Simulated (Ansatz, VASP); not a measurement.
# Cross-check of Sn2C between VASP and Ansatz, part 2 of 2

Aim: how closely do two programs agree when they are given the same cell, functional and k mesh? The cell is generated by rule, not measured, and may not be a known phase. The cell is taken from a series of runs on this material, whose earlier steps may have relaxed, scaled, displaced or heated it; both programs get it as it stands.

VASP 6.6.1 and Ansatz 0.2.0.

So far. Step 2 (Ansatz: single point, PBEsol, pair 1): The run ends at a pressure of 2.36 GPa, with forces up to 1.7 eV/Å. Step 3 (VASP: single point, PBEsol, pair 1): The run ends at a pressure of 2.22 GPa, with forces up to 1.6 eV/Å.

**5. VASP: single point, PBEsol, pair 2**

Level of this step: PBEsol; plane waves and PAW (C, Sn_d); invented cell (VASP).

A single point gives forces, pressure and levels at one fixed geometry, so differences don't come from the geometry; what else differs is listed under the comparison.

INCAR

```
SYSTEM = Sn2C
PREC = Accurate
ENCUT = 600
EDIFF = 1E-06
NELM = 120
ISMEAR = 1
SIGMA = 0.2
LREAL = .FALSE.
ALGO = Normal
GGA = PS
NBANDS = 79
LORBIT = 11
LWAVE = .FALSE.
LCHARG = .FALSE.
ISIF = 2
LASPH = .TRUE.
GGA_COMPAT = .FALSE.
KPAR = 2
```

POSCAR

```
Sn2C
1.0
    5.0213021337      5.0213021337      0.0000000000
    5.0213021337      0.0000000000      5.0213021337
    5.0213021337      0.0000000000     -5.0213021337
C Sn
4 8
Direct
    0.0000000000      0.9943671441      1.0000000000
    0.0000000000      0.5056328559      0.5000000000
    0.5000000000      0.2443671441      0.7500000000
    0.5000000000      0.7556328559      0.2500000000
    0.2449965019      0.1270542289      0.8775017490
    0.2550034981      0.6229457712      0.3724982510
    0.7500000000      0.1295559779      0.8750000000
    0.7500000000      0.6204440221      0.3750000000
    0.2550034981      0.6220507308      0.8724982510
    0.2449965019      0.1279492693      0.3775017490
    0.7500000000      0.1295559779      0.3750000000
    0.7500000000      0.6204440221      0.8750000000
```

KPOINTS

```
Automatic mesh
0
Gamma
8 8 8
0 0 0
```

The projector-augmented-wave data sets are C and Sn_d (PBE family, release 64).

Launch:

```
$ mpirun -np 2 vasp_std
```

Numbers of over 12 decimals in the logs are rounded to 6 here.

What it wrote:

```text
[banner, memory and clock lines left out]
running    2 mpi-ranks, on    1 nodes
[...]
[... a notice as in an earlier step ...]

 LDA part: xc-table for (Slater+PW92), standard interpolation
 POSCAR, INCAR and KPOINTS ok, starting setup
[...]
entering main loop
       N       E                     dE             d eps       ncg     rms          rms(c)
DAV:   1     0.173971536810E+04    0.17397E+04   -0.63049E+04 16217   0.272E+03
DAV:   2     0.295344854932E+03   -0.14444E+04   -0.14004E+04 15010   0.799E+02
DAV:   3    -0.286719459983E+02   -0.32402E+03   -0.30999E+03 15935   0.268E+02
DAV:   4    -0.630876872654E+02   -0.34416E+02   -0.33051E+02 17964   0.843E+01
[...]
DAV:  13    -0.583776266029E+02    0.39120E-05   -0.14536E-05 16999   0.254E-02    0.178E-02
DAV:  14    -0.583776199692E+02    0.66337E-05   -0.14397E-05 14926   0.172E-02    0.704E-03
DAV:  15    -0.583776197377E+02    0.23146E-06   -0.32274E-06 12433   0.716E-03
   1 F= -.58377620E+02 E0= -.58374802E+02  d E =-.845281E-02
```

From OUTCAR (step 5):

```text
  Total       -0.1965675     -0.0504090     -0.1965675      0.0000000      0.0000000      0.0588154
  in kB       -1.2437792     -0.3189622     -1.2437792      0.0000000      0.0000000      0.3721538
  external PRESSURE =      -0.9355069 kB  Pullay stress =       0.0000000 kB

 POSITION                                       TOTAL-FORCE (eV/Angst)
 -----------------------------------------------------------------------------------
      4.99302      0.00000      4.99302         0.001157     -0.019510      0.001157
      5.04959      0.00000      0.02828        -0.001157     -0.019510     -0.001157
      7.50367      2.51065     -2.53894         0.001157      0.019510      0.001157
      7.56024      2.51065      2.53894        -0.001157      0.019510     -0.001157
      6.27438      1.23020     -3.76822        -0.029078     -0.188108     -0.029078
      6.27887      1.28045      1.25757         0.029078      0.188108      0.029078
      8.81016      3.76598     -3.74310         0.153732      0.000000      0.153732
      8.76440      3.76598      1.23245        -0.153732      0.000000     -0.153732
      8.78503      1.28045     -1.25757        -0.029078      0.188108     -0.029078
      3.76822      1.23020     -1.25308         0.029078     -0.188108      0.029078
      6.29950      3.76598     -1.23245         0.153732      0.000000      0.153732
     11.27505      3.76598     -1.27820        -0.153732      0.000000     -0.153732
 -----------------------------------------------------------------------------------
    total drift:                               -0.000000     -0.000000     -0.000000

  FREE ENERGIE OF THE ION-ELECTRON SYSTEM (eV)
  ---------------------------------------------------
  free  energy   TOTEN  =       -58.3776197377 eV

  energy  without entropy=      -58.3691669240  energy(sigma->0) =      -58.37480213

[... 3 further parts left out ...]
[key lines of the parts left out:]
E-fermi :   7.3760
```

The run ends at a pressure of -0.09 GPa, with forces up to 0.22 eV/Å.

**6. Ansatz: single point, PBEsol, pair 2**

The same cell, functional, mesh and smearing now go to Ansatz, which takes its cutoff from its data sets.

The cell is taken from a series of runs on this material, whose earlier steps may have relaxed, scaled, displaced or heated it; both programs get it as it stands.

input.yaml

```yaml
crystal:
  lattice:
    - [5.0213021337, 5.0213021337, 0.0]
    - [5.0213021337, 0.0, 5.0213021337]
    - [5.0213021337, 0.0, -5.0213021337]
  atoms:
    - { symbol: C, position: [0.0, -0.0056328559, 0.0] }
    - { symbol: C, position: [0.0, 0.5056328559, 0.5] }
    - { symbol: C, position: [0.5, 0.2443671441, 0.75] }
    - { symbol: C, position: [0.5, 0.7556328559, 0.25] }
    - { symbol: Sn, position: [0.2449965019, 0.1270542288, 0.877501749] }
    - { symbol: Sn, position: [0.2550034981, 0.6229457712, 0.372498251] }
    - { symbol: Sn, position: [0.75, 0.1295559779, 0.875] }
    - { symbol: Sn, position: [0.75, 0.6204440221, 0.375] }
    - { symbol: Sn, position: [0.2550034981, 0.6220507308, 0.872498251] }
    - { symbol: Sn, position: [0.2449965019, 0.1279492692, 0.377501749] }
    - { symbol: Sn, position: [0.75, 0.1295559779, 0.375] }
    - { symbol: Sn, position: [0.75, 0.6204440221, 0.875] }
kpoints:
  mp_grid: { grid: [8, 8, 8] }
hamiltonian:
  xc: pbesol
scf:
  occupations: { method: methfessel_paxton, width: 0.2 }
output:
  forces: true
  stress: true
  eigenvalues: true
```

Launch:

```
$ ansatz run input.yaml --threads 8 --pin off --max-ram 14336MiB --backend cpu --events-out ev --progress --plain --runs-dir out
```

What it wrote:

```text
[...]
Crystal: 12 atoms, lattice volume = 253.209 Å³
Basis set: ecut = 420 eV, 4957 PW (Γ), exchange–correlation on 96×96×96 points (8 copies of the dense FFT grid, shifted against one another)
Bands: 77, of which v1, the nominal top of the filled ones, is band 64 counted from 1 (63 counted from 0)
Symmetry: 8 space group operations
[...]
k-points: 95 of 512
[...]
k-point 0: bands = [... 60 lower, 9.6009, 9.6051, 10.1700, 11.2752, 11.2887, 11.2888, 11.8006, 11.8101, ... 9 higher]
  k-point 1: bands = [... 60 lower, 9.5527, 9.5533, 10.7753, 11.1510, 11.1926, 11.1991, 11.2179, 11.3196, ... 9 higher]
  k-point 2: bands = [... 60 lower, 9.4159, 9.4168, 10.3812, 10.4891, 10.5302, 10.9502, 10.9594, 11.1436, ... 9 higher]
  k-point 94: bands = [... 60 lower, 8.9286, 8.9890, 9.7132, 9.7645, 10.6434, 10.6587, 11.4286, 11.4786, ... 9 higher]
[key lines of the parts left out:]
SCF converged after 7 iterations
Free energy (F): -48570.702879 eV
Fermi energy:    10.064014 eV
P = ⅓ Tr σ = -0.0250 GPa (-0.250 kbar)
```

The run ends at a pressure of -0.02 GPa, with forces up to 0.22 eV/Å.

**7. Differences**

Compared:

```tsv
quantity	Ansatz	VASP	difference
pressure (GPa)	-0.02	-0.09	+0.07
```

Forces on 7 of the 12 atoms, those with the largest forces and the largest differences (eV/Å; atoms numbered as in POSCAR):

```tsv
atom	Ansatz x, y, z	VASP x, y, z
Sn5	-0.030, -0.190, -0.030	-0.029, -0.188, -0.029
Sn6	0.030, 0.190, 0.030	0.029, 0.188, 0.029
Sn7	0.155, 0.000, 0.155	0.154, 0.000, 0.154
Sn8	-0.155, 0.000, -0.155	-0.154, 0.000, -0.154
Sn10	0.030, -0.190, 0.030	0.029, -0.188, 0.029
Sn11	0.155, 0.000, 0.155	0.154, 0.000, 0.154
Sn12	-0.155, 0.000, -0.155	-0.154, 0.000, -0.154
```

The forces differ by 0.8 meV/Å r.m.s., which is 0.9 % of the r.m.s. force of 0.097 eV/Å (both taken over all components).

**8. VASP: single point, PBEsol, pair 3**

With cell and atoms fixed, the geometry can't cause a difference; cores, projectors, grids and the points listed under the comparison can.

INCAR is that of step 5.

POSCAR

```
Sn2C
1.0
    5.0213021337      5.0213021337      0.0000000000
    5.0213021337      0.0000000000      5.0213021337
    5.0213021337      0.0000000000     -5.0213021337
C Sn
4 8
Direct
    0.0000000000      0.9887342882      1.0000000000
    0.0000000000      0.5112657118      0.5000000000
    0.5000000000      0.2387342882      0.7500000000
    0.5000000000      0.7612657118      0.2500000000
    0.2399930039      0.1291084577      0.8800034980
    0.2600069961      0.6208915424      0.3699965020
    0.7500000000      0.1341119557      0.8750000000
    0.7500000000      0.6158880443      0.3750000000
    0.2600069961      0.6191014616      0.8699965020
    0.2399930039      0.1308985385      0.3800034980
    0.7500000000      0.1341119557      0.3750000000
    0.7500000000      0.6158880443      0.8750000000
```

KPOINTS is that of step 5.

Launch:

```
$ mpirun -np 2 vasp_std
```

What it wrote:

```text
[... set-up lines as in an earlier step ...]
 entering main loop
       N       E                     dE             d eps       ncg     rms          rms(c)
DAV:   1     0.173695102507E+04    0.17370E+04   -0.63006E+04 16148   0.272E+03
DAV:   2     0.293815224865E+03   -0.14431E+04   -0.14000E+04 15010   0.796E+02
DAV:   3    -0.289387828915E+02   -0.32275E+03   -0.30858E+03 15997   0.267E+02
DAV:   4    -0.632390473900E+02   -0.34300E+02   -0.32894E+02 17996   0.841E+01
[...]
DAV:  13    -0.584428845377E+02   -0.37993E-05   -0.21974E-05 17591   0.220E-02    0.176E-02
DAV:  14    -0.584428776373E+02    0.69004E-05   -0.13137E-05 15303   0.158E-02    0.533E-03
DAV:  15    -0.584428774623E+02    0.17500E-06   -0.39475E-06 12515   0.809E-03
   1 F= -.58442877E+02 E0= -.58441391E+02  d E =-.445812E-02
```

From OUTCAR (step 8):

```text
  Total       -0.3204263      0.2387542     -0.3204263      0.0000000      0.0000000      0.2979109
  in kB       -2.0274947      1.5107153     -2.0274947      0.0000000      0.0000000      1.8850286
  external PRESSURE =      -0.8480913 kB  Pullay stress =       0.0000000 kB

 POSITION                                       TOTAL-FORCE (eV/Angst)
 -----------------------------------------------------------------------------------
      4.96473      0.00000      4.96473         0.025034     -0.086315      0.025034
      5.07787      0.00000      0.05657        -0.025034     -0.086315     -0.025034
      7.47538      2.51065     -2.56722         0.025034      0.086315      0.025034
      7.58852      2.51065      2.56722        -0.025034      0.086315     -0.025034
      6.27213      1.20508     -3.77047        -0.064344     -0.361024     -0.064344
      6.28112      1.30557      1.25982         0.064344      0.361024      0.064344
      8.83303      3.76598     -3.72022         0.267600      0.000000      0.267600
      8.74152      3.76598      1.20957        -0.267600      0.000000     -0.267600
      8.78278      1.30557     -1.25982        -0.064344      0.361024     -0.064344
      3.77047      1.20508     -1.25083         0.064344     -0.361024      0.064344
      6.32238      3.76598     -1.20957         0.267600      0.000000      0.267600
     11.25218      3.76598     -1.30108        -0.267600      0.000000     -0.267600
 -----------------------------------------------------------------------------------
    total drift:                               -0.000000      0.000000     -0.000000

  FREE ENERGIE OF THE ION-ELECTRON SYSTEM (eV)
  ---------------------------------------------------
  free  energy   TOTEN  =       -58.4428774623 eV

  energy  without entropy=      -58.4384193453  energy(sigma->0) =      -58.44139142

[... 2 parts as in an earlier step ...]

[... 1 further part left out ...]
[key lines of the parts left out:]
E-fermi :   7.3786
```

The run ends at a pressure of -0.08 GPa, with forces up to 0.38 eV/Å.

**9. Ansatz: single point, PBEsol, pair 3**

The same cell, functional, mesh and smearing now go to Ansatz, which takes its cutoff from its data sets.

The cell is taken from a series of runs on this material, whose earlier steps may have relaxed, scaled, displaced or heated it; both programs get it as it stands.

input.yaml

```yaml
crystal:
  lattice:
    - [5.0213021337, 5.0213021337, 0.0]
    - [5.0213021337, 0.0, 5.0213021337]
    - [5.0213021337, 0.0, -5.0213021337]
  atoms:
    - { symbol: C, position: [0.0, -0.0112657118, 0.0] }
    - { symbol: C, position: [0.0, 0.5112657118, 0.5] }
    - { symbol: C, position: [0.5, 0.2387342882, 0.75] }
    - { symbol: C, position: [0.5, 0.7612657118, 0.25] }
    - { symbol: Sn, position: [0.2399930039, 0.1291084577, 0.8800034981] }
    - { symbol: Sn, position: [0.2600069961, 0.6208915423, 0.3699965019] }
    - { symbol: Sn, position: [0.75, 0.1341119557, 0.875] }
    - { symbol: Sn, position: [0.75, 0.6158880443, 0.375] }
    - { symbol: Sn, position: [0.2600069961, 0.6191014615, 0.8699965019] }
    - { symbol: Sn, position: [0.2399930039, 0.1308985385, 0.3800034981] }
    - { symbol: Sn, position: [0.75, 0.1341119557, 0.375] }
    - { symbol: Sn, position: [0.75, 0.6158880443, 0.875] }
kpoints:
  mp_grid: { grid: [8, 8, 8] }
hamiltonian:
  xc: pbesol
scf:
  occupations: { method: methfessel_paxton, width: 0.2 }
output:
  forces: true
  stress: true
  eigenvalues: true
```

Launch:

```
$ ansatz run input.yaml --threads 8 --pin off --max-ram 14336MiB --backend cpu --events-out ev --progress --plain --runs-dir out
```

What it wrote:

```text
[...]
Crystal: 12 atoms, lattice volume = 253.209 Å³
Basis set: ecut = 420 eV, 4957 PW (Γ), exchange–correlation on 96×96×96 points (8 copies of the dense FFT grid, shifted against one another)
Bands: 77, of which v1, the nominal top of the filled ones, is band 64 counted from 1 (63 counted from 0)
Symmetry: 8 space group operations
[...]
k-points: 95 of 512
[...]
k-point 0: bands = [... 60 lower, 9.6075, 9.6251, 10.1624, 11.2454, 11.2948, 11.2976, 11.7973, 11.8364, ... 9 higher]
  k-point 1: bands = [... 60 lower, 9.5583, 9.5603, 10.7812, 11.0722, 11.1821, 11.1919, 11.2297, 11.4018, ... 9 higher]
  k-point 2: bands = [... 60 lower, 9.4213, 9.4241, 10.3240, 10.4828, 10.5978, 10.9344, 10.9634, 11.1843, ... 9 higher]
  k-point 94: bands = [... 60 lower, 8.7877, 8.9973, 9.7265, 9.8983, 10.6377, 10.6989, 11.3363, 11.4706, ... 9 higher]
[key lines of the parts left out:]
SCF converged after 7 iterations
Free energy (F): -48570.768573 eV
Fermi energy:    10.066556 eV
P = ⅓ Tr σ = -0.0157 GPa (-0.157 kbar)
```

The run ends at a pressure of -0.02 GPa, with forces up to 0.38 eV/Å.

**10. Comparison**

Both answers:

```tsv
quantity	Ansatz	VASP	difference
pressure (GPa)	-0.02	-0.08	+0.07
```

Forces on 7 of the 12 atoms, those with the largest forces and the largest differences (eV/Å; atoms numbered as in POSCAR):

```tsv
atom	Ansatz x, y, z	VASP x, y, z
Sn6	0.066, 0.364, 0.066	0.064, 0.361, 0.064
Sn7	0.269, 0.000, 0.269	0.268, 0.000, 0.268
Sn8	-0.269, 0.000, -0.269	-0.268, 0.000, -0.268
Sn9	-0.066, 0.364, -0.066	-0.064, 0.361, -0.064
Sn10	0.066, -0.364, 0.066	0.064, -0.361, 0.064
Sn11	0.269, 0.000, 0.269	0.268, 0.000, 0.268
Sn12	-0.269, 0.000, -0.269	-0.268, 0.000, -0.268
```

The forces differ by 1.7 meV/Å r.m.s., which is 0.9 % of the r.m.s. force of 0.180 eV/Å (both taken over all components).

**11. Outcome**

| Item | Value |
| --- | --- |
| r.m.s. force difference (single point, PBEsol, pair 1) | 2.7 % of the r.m.s. force |
| r.m.s. force difference (single point, PBEsol, pair 2) | 0.84 meV/Å |
| r.m.s. force difference (single point, PBEsol, pair 3) | 1.7 meV/Å |

What this shows: The r.m.s. force difference is 2.7 % of the r.m.s. force (single point, PBEsol, pair 1), within the 3 % picked in this series as the mark of a large difference. Such differences can come from data sets, numerical settings and the points named under the comparisons, not from the functional's error against experiment.

[Lines on the potential files, build, host, timing and source positions are cut from VASP's logs without a mark.]

[Logs are printed without paths, hosts, clocks, repeated set-up lines and the standing remarks that a program may print on its own settings, such as how far it seeks lower states.]

[Hosts, paths, dates, database ids (printed as entryN), source tags and the programs' standing remarks are cut or masked in the printed files.]
